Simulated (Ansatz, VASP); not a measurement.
# TiTc: VASP beside Ansatz, part 2 of 2

Aim: how closely do two programs agree when they are given the same cell, functional and k mesh? The cell is taken from a series of runs on this material, whose earlier steps may have relaxed, scaled, displaced or heated it; both programs get it as it stands.

VASP 6.6.1 and Ansatz 0.2.0.

So far: The starting structure; Ansatz: relaxation of cell and atoms, PBEsol, pair 1; VASP: relaxation of cell and atoms, PBEsol, pair 1; Comparison.

### 5. VASP: relaxation of cell and atoms, PBEsol, pair 2

Level of this step: PBEsol; plane waves and PAW (Ti_sv, Tc_pv) (VASP).

The relaxed volume is the usual yardstick between codes: in a stiff, nearly cubic crystal its relative difference is about their pressure difference at one cell divided by the bulk modulus.

INCAR reads:

```
SYSTEM = TiTc
PREC = Accurate
ENCUT = 500
EDIFF = 1E-07
NELM = 120
ISMEAR = 1
SIGMA = 0.2
LREAL = .FALSE.
ALGO = Normal
GGA = PS
NBANDS = 18
LASPH = .TRUE.
LORBIT = 11
LWAVE = .FALSE.
LCHARG = .FALSE.
ISIF = 3
IBRION = 2
NSW = 80
EDIFFG = -0.005
GGA_COMPAT = .FALSE.
NELMIN = 4
KPAR = 2
```

POSCAR reads:

```
TiTc
1.0
    3.0681560000      0.0000000000      0.0000000000
    0.0000000000      3.0681560000      0.0000000000
    0.0000000000      0.0000000000      3.0681560000
Ti Tc
1 1
Direct
    0.5000000000      0.5000000000      0.5000000000
    0.0000000000      0.0000000000      0.0000000000
```

KPOINTS reads:

```
Automatic mesh
0
Gamma
16 16 16
0 0 0
```

PAW data sets: Ti_sv and Tc_pv (PBE family, release 64).

The run is started by

```bash
> mpirun -np 2 vasp_std
```

Numbers of over 12 decimals in the logs are rounded to 6 here.

Output:

```text
[banner, memory and clock lines left out]
running    2 mpi-ranks, on    1 nodes
[...]
[... a notice as in an earlier step ...]

 LDA part: xc-table for (Slater+PW92), standard interpolation
 POSCAR, INCAR and KPOINTS ok, starting setup
[...]
entering main loop
       N       E                     dE             d eps       ncg     rms          rms(c)
DAV:   1     0.293550573488E+03    0.29355E+03   -0.13511E+04  6020   0.156E+03
DAV:   2    -0.269708331265E+01   -0.29625E+03   -0.29131E+03  6152   0.459E+02
DAV:   3    -0.219220514990E+02   -0.19225E+02   -0.18804E+02 10342   0.113E+02
DAV:   4    -0.225710333464E+02   -0.64898E+00   -0.64729E+00  6844   0.169E+01
[...]
DAV:  13    -0.205754190595E+02   -0.10364E-05   -0.11241E-05  8452   0.250E-02    0.493E-03
DAV:  14    -0.205754192948E+02   -0.23529E-06   -0.29102E-06  6996   0.176E-02    0.329E-03
DAV:  15    -0.205754192339E+02    0.60889E-07   -0.77167E-07  6650   0.674E-03
   1 F= -.20575419E+02 E0= -.20575892E+02  d E =-.205754E+02
[...]
DAV:  10    -0.205752715443E+02   -0.18086E-07   -0.22407E-08  3102   0.111E-03
   2 F= -.20575272E+02 E0= -.20575723E+02  d E =0.147690E-03
 trial-energy change:    0.000148  1 .order    0.000154   -0.000345    0.000654
 step:   0.3546(harm=  0.3454)  dis= 0.00000  next Energy=   -20.575481 (dE=-0.615E-04)
[...]
N       E                     dE             d eps       ncg     rms          rms(c)
DAV:   1    -0.205791318418E+02   -0.38603E-02   -0.94717E-02  6364   0.372E+00    0.606E-01
DAV:   2    -0.205765786411E+02    0.25532E-02   -0.23407E-02  6384   0.120E+00    0.344E-01
DAV:   3    -0.205759048114E+02    0.67383E-03   -0.16368E-02  8140   0.886E-01    0.190E-01
DAV:   4    -0.205753993005E+02    0.50551E-03   -0.34055E-03  6864   0.370E-01    0.657E-02
DAV:   5    -0.205754494668E+02   -0.50166E-04   -0.14129E-04  7926   0.695E-02    0.276E-02
DAV:   6    -0.205754808055E+02   -0.31339E-04   -0.77574E-05  9792   0.383E-02    0.135E-02
DAV:   7    -0.205754819258E+02   -0.11204E-05   -0.34938E-06  6302   0.138E-02    0.380E-03
DAV:   8    -0.205754819161E+02    0.97452E-08   -0.45239E-07  6882   0.476E-03
   3 F= -.20575482E+02 E0= -.20575947E+02  d E =-.626822E-04
[...]
reached required accuracy - stopping structural energy minimisation
```

OUTCAR, selected parts (step 5):

```text
  Total        0.0065810      0.0065810      0.0065810      0.0000000     -0.0000000      0.0000000
  in kB        0.3657140      0.3657140      0.3657140      0.0000000     -0.0000000      0.0000000
  external PRESSURE =       0.3657140 kB  Pullay stress =       0.0000000 kB

 POSITION                                       TOTAL-FORCE (eV/Angst)
 -----------------------------------------------------------------------------------
      1.53317      1.53317      1.53317        -0.000000     -0.000000      0.000000
      0.00000      0.00000      0.00000         0.000000      0.000000      0.000000
 -----------------------------------------------------------------------------------
    total drift:                                0.000000      0.000000     -0.000000

  FREE ENERGIE OF THE ION-ELECTRON SYSTEM (eV)
  ---------------------------------------------------
  free  energy   TOTEN  =       -20.5754819161 eV

  energy  without entropy=      -20.5768758399  energy(sigma->0) =      -20.57594656

[... 1 part as in an earlier step ...]

[... 3 further parts left out ...]
[key lines of the parts left out:]
E-fermi :  10.9568
```

### 6. Ansatz: relaxation of cell and atoms, PBEsol, pair 2

The same cell, functional, mesh and smearing now go to Ansatz, which takes its cutoff from its data sets.

The cell is taken from a series of runs on this material, whose earlier steps may have relaxed, scaled, displaced or heated it; both programs get it as it stands.

input.yaml reads:

```yaml
crystal:
  lattice:
    - [3.0681564495, 0.0, 0.0]
    - [0.0, 3.0681564495, 0.0]
    - [0.0, 0.0, 3.0681564495]
  atoms:
    - { symbol: Ti, position: [0.5, 0.5, 0.5] }
    - { symbol: Tc, position: [0.0, 0.0, 0.0] }
kpoints:
  mp_grid: { grid: [16, 16, 16] }
hamiltonian:
  xc: pbesol
  pseudopotentials: { kind: paw, azcp: { Ti: "soft_1/Ti.paw.azcp" }, xc_functional: pbe }
scf:
  occupations: { method: methfessel_paxton, width: 0.2 }
output:
  forces: true
  stress: true
  eigenvalues: true
relax:
  adjacent_minimum: "off"
  f_tol: 0.001
  max_steps: 60
  cell: { stress_tol: 0.01 }
```

The run is started by

```bash
> ansatz run input.yaml --threads 4 --pin off --max-ram 10240MiB --backend cpu --events-out ev --progress --plain --runs-dir out
```

Output:

```text
[...]
Crystal: 2 atoms, lattice volume = 28.882 Å³
Basis set: ecut = 500 eV, 739 PW (Γ), exchange–correlation on 48×48×48 points (8 copies of the dense FFT grid, shifted against one another)
Bands: 18, of which v1, the nominal top of the filled ones, is band 14 counted from 1 (13 counted from 0)
Symmetry: 48 space group operations
[...]
k-points: 165 of 4096
[...]
k-point 164: bands = [... 10 lower, 16.2324, 18.1401, 18.1401, 18.1401, 21.0651, 21.0651, 22.5229, 22.5229]
--- Relaxed structure (3 steps of the walk, 3 accepted, 1 SCFs on fresh bases) ---
[...]
cell:  # Å, volume = 28.8779 Å³
    - [3.067999, 0, 0.0]
    - [0, 3.067999, 0]
    - [0.0, 0, 3.067999]
  atoms:
    - { symbol: Ti, position: [0.5, 0.5, 0.5] }
    - { symbol: Tc, position: [0, 0, 0] }
[key lines of the parts left out:]
SCF converged after 4 iterations
Free energy (F): -7812.569778 eV
Fermi energy:    18.736198 eV
P = ⅓ Tr σ = -0.0001 GPa (-0.001 kbar)
```

### 7. Differences

What differs besides the data sets and the points named for the pairs above, as far as they apply: the data sets hold 27 valence electrons in Ansatz (on its PAW soft_1 files) and 25 in VASP. Total energies have different zeros and are not compared.

The two programs side by side:

```csv
quantity,Ansatz,VASP,difference
volume (Å³),28.88,28.83,+0.16 %
"edge a after relaxation, in the typed setting (Å)",3.068,3.066,+0.06 %
```

### 8. VASP: zone-centre phonons, PBEsol

Second derivatives magnify differences that forces hide, and they need a tight electronic threshold.

INCAR reads:

```
SYSTEM = TiTc
PREC = Accurate
ENCUT = 500
EDIFF = 1E-08
NELM = 120
ISMEAR = 1
SIGMA = 0.2
LREAL = .FALSE.
ALGO = Normal
GGA = PS
NBANDS = 18
LASPH = .TRUE.
LORBIT = 11
LWAVE = .FALSE.
LCHARG = .FALSE.
ISIF = 2
IBRION = 8
GGA_COMPAT = .FALSE.
KPAR = 2
```

POSCAR reads:

```
TiTc
1.0
    3.0679990426      0.0000000000      0.0000000000
    0.0000000000      3.0679990426      0.0000000000
    0.0000000000      0.0000000000      3.0679990426
Ti Tc
1 1
Direct
    0.5000000000      0.5000000000      0.5000000000
    0.0000000000      0.0000000000      0.0000000000
```

KPOINTS is that of step 5.

The run is started by

```bash
> mpirun -np 2 vasp_std
```

Output:

```text
[... set-up lines as in an earlier step ...]
 entering main loop
       N       E                     dE             d eps       ncg     rms          rms(c)
DAV:   1     0.293561241837E+03    0.29356E+03   -0.13512E+04  6020   0.156E+03
DAV:   2    -0.269616427727E+01   -0.29626E+03   -0.29132E+03  6152   0.459E+02
DAV:   3    -0.219216909178E+02   -0.19226E+02   -0.18804E+02 10342   0.113E+02
DAV:   4    -0.225705842138E+02   -0.64889E+00   -0.64721E+00  6844   0.169E+01
[...]
DAV:  16    -0.205754296548E+02   -0.32818E-07   -0.10214E-08  3742   0.974E-04    0.137E-04
DAV:  17    -0.205754296710E+02   -0.16210E-07   -0.25891E-09  3190   0.502E-04    0.625E-05
DAV:  18    -0.205754296703E+02    0.68121E-09   -0.71650E-10  3156   0.284E-04
   1 F= -.20575430E+02 E0= -.20575901E+02  d E =0.141477E-02
 Linear response reoptimize wavefunctions to high precision
DAV:   1    -0.205754296698E+02    0.55843E-09   -0.23059E-10  3210   0.124E-04
DAV:   2    -0.205754296698E+02    0.59117E-11   -0.87654E-11  3124   0.780E-05
 Linear response DOF=           2
 Linear response progress:
[...]
RMM:  26    -0.586108256405E+00   -0.98880E-08   -0.10841E-06 20891   0.296E-04    0.191E-05
RMM:  27    -0.586108264529E+00   -0.81235E-08   -0.10082E-06 20664   0.276E-04    0.207E-05
RMM:  28    -0.586108271780E+00   -0.72507E-08   -0.93294E-07 29743   0.260E-04    0.207E-05
 first order change of Fermi-energy  -0.68137E-03
 force on displaced ion       1 direction 1 :  -8.961   0.000  -0.000
 Linear response progress:
  Degree of freedom:   2/  2
       N       E                     dE             d eps       ncg     rms          rms(c)
RMM:   1    -0.885948063396E+00   -0.88595E+00   -0.41822E+00 16131   0.336E+01
RMM:   2    -0.980512695254E+00   -0.94565E-01   -0.16235E-01 24512   0.269E+00    0.177E-01
RMM:   3    -0.978640773586E+00    0.18719E-02   -0.79280E-03 27493   0.640E-01    0.996E-02
RMM:   4    -0.977089061513E+00    0.15517E-02   -0.20035E-03 29645   0.257E-01    0.294E-02
[...]
RMM:  24    -0.977080517977E+00   -0.18382E-07   -0.74879E-08 32909   0.119E-04    0.763E-07
RMM:  25    -0.977080529507E+00   -0.11530E-07   -0.59817E-08 32769   0.108E-04    0.169E-07
RMM:  26    -0.977080526117E+00    0.33896E-08   -0.51858E-08 29300   0.985E-05    0.968E-07
 first order change of Fermi-energy   0.72696E-03
 force on displaced ion       2 direction 1 :  -8.954   0.000  -0.000
 Linear response finished
```

OUTCAR, selected parts (step 8):

```text
  Total       -0.0639566     -0.0639566     -0.0639566     -0.0000000     -0.0000000      0.0000000
  in kB       -3.5483828     -3.5483828     -3.5483828     -0.0000000     -0.0000000      0.0000000
  external PRESSURE =      -3.5483828 kB  Pullay stress =       0.0000000 kB

 POSITION                                       TOTAL-FORCE (eV/Angst)
 -----------------------------------------------------------------------------------
      1.53400      1.53400      1.53400         0.000000      0.000000      0.000000
      0.00000      0.00000      0.00000         0.000000      0.000000      0.000000
 -----------------------------------------------------------------------------------
    total drift:                                0.000000      0.000000     -0.000000

[... 1 part as in an earlier step ...]

[... 1 further part left out ...]
```

### 9. Ansatz: zone-centre phonons, PBEsol

The same cell, functional, mesh and smearing now go to Ansatz, which takes its cutoff from its data sets.

The cell is taken from a series of runs on this material, whose earlier steps may have relaxed, scaled, displaced or heated it; both programs get it as it stands.

input.yaml, the sections that differ from step 6:

```yaml
crystal:
  lattice:
    - [3.0679990426, 0.0, 0.0]
    - [0.0, 3.0679990426, 0.0]
    - [0.0, 0.0, 3.0679990426]
  atoms:
    - { symbol: Ti, position: [0.5, 0.5, 0.5] }
    - { symbol: Tc, position: [0.0, 0.0, 0.0] }
output:
  eigenvalues: true
phonons:
  method: dfpt
# kpoints, hamiltonian, scf: as in step 6
# relax: removed
```

The run is started by

```bash
> ansatz run input.yaml --threads 4 --pin off --max-ram 10240MiB --backend cpu --events-out ev --progress --plain --runs-dir out
```

Output:

```text
[...]
Crystal: 2 atoms, lattice volume = 28.878 Å³
Basis set: ecut = 500 eV, 739 PW (Γ), exchange–correlation on 48×48×48 points (8 copies of the dense FFT grid, shifted against one another)
Bands: 18, of which v1, the nominal top of the filled ones, is band 14 counted from 1 (13 counted from 0)
Symmetry: 48 space group operations
k-points: 405 of 4096 (irreducible under 8 space group operations, time reversal used)
[...]
k mesh reduced under 8 symmetry operations, with k and −k counted as one. Each operation leaves every solved perturbation unchanged. A smaller set is not used because it would not reduce the number of displacements times k-points to solve
  ASR residual: 1.089e-5 → 0.000e0 eV/Å²; symmetrization residual: 1.398e-6 eV/Å²
  ASR residual per site (eV/Å²): 5.67e-6 1.09e-5
  Γ frequencies (cm⁻¹): 0.00 0.00 0.00 274.84 274.84 274.84
  non-analytic LO–TO correction: not included (Born effective charges unavailable; polar crystals: no LO–TO splitting at Γ)
[key lines of the parts left out:]
SCF converged after 8 iterations
Free energy (F): -7812.569778 eV
Fermi energy:    18.736198 eV
```

### 10. Differences

What differs besides the data sets and the points named for the pairs above, as far as they apply: the data sets hold 27 valence electrons in Ansatz (on its PAW soft_1 files) and 25 in VASP. Total energies have different zeros and are not compared.

Both answers:

```csv
quantity,Ansatz,VASP,difference
optical mode 1 to 3 (cm⁻¹),274.8,274.8,+0.02 %
```

Modes are paired by rising frequency, not by their patterns, so a pair may set unlike modes beside each other; they are those without the splitting of longitudinal modes.

### 11. What came out

| Item | Value |
| --- | --- |
| difference in volume (relaxation of cell and atoms, PBEsol, pair 1) | 0.16 % |
| difference in volume (relaxation of cell and atoms, PBEsol, pair 2) | 0.16 % |
| r.m.s. difference of the optical zone-centre modes, each program's sorted by frequency (zone-centre phonons, PBEsol) | 0.046 cm⁻¹ |

In words: The difference in volume is 0.16 % (relaxation of cell and atoms, PBEsol, pair 2), within the 1.2 % picked in this series as the mark of a large difference, as far as the stopping tolerances let one tell. The data sets hold unlike numbers of valence electrons (27 in Ansatz and 25 in VASP), so part of the differences comes from the potentials. How closely two codes agree says nothing of how well the functional describes the real material.

[Lines on the potential files, build, host, timing and source positions are cut from VASP's logs without a mark.]

[Logs are printed without paths, hosts, clocks, repeated set-up lines and the standing remarks that a program may print on its own settings, such as how far it seeks lower states.]

[Hosts, paths, dates, database ids (printed as entryN), source tags and the programs' standing remarks are cut or masked in the printed files.]
